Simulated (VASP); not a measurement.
Consider the following.

```
AlInN2
1.0
   -2.34986     2.34986     4.59982
    2.34986    -2.34986     4.59982
    2.34986     2.34986    -4.59982
Al In N
2 2 4
Direct
  0.75000   0.25000   0.50000
  0.00000   0.00000   0.00000
  0.25000   0.75000   0.50000
  0.50000   0.50000   0.00000
  0.67273   0.12500   0.04773
  0.87500   0.92273   0.54773
  0.07727   0.62500   0.95227
  0.37500   0.32727   0.45227
```

Method: PBEsol GGA, VASP's PBE PAW potentials (set 64) (plane waves; VASP 6.6.1). Settings: 520 eV cut-off, 8×8×8 Γ-centred mesh, tetrahedra with Blöchl corrections, potentials Al In_d N.

The cores are frozen, which limits the accuracy of field gradients.

### Question
Give the principal components of the electric field gradient (V/Å²) and the asymmetry η at each nucleus.

### Answer

```
atom    Vxx    Vyy    Vzz     η
----  -----  -----  -----  ----
Al1     3.0    3.0   -5.9  0.00
Al2     3.0    3.0   -5.9  0.00
In3   -20.4  -20.4   40.8  0.00
In4   -20.4  -20.4   40.8  0.00
N5     16.9    8.9  -25.8  0.31
N6     16.9    8.9  -25.8  0.31
N7     16.9    8.9  -25.8  0.31
N8     16.9    8.9  -25.8  0.31
```

The structure comes from a computed database's AlInN2 entry (I-42d); how it stands against other phases isn't given here. It was relaxed first.
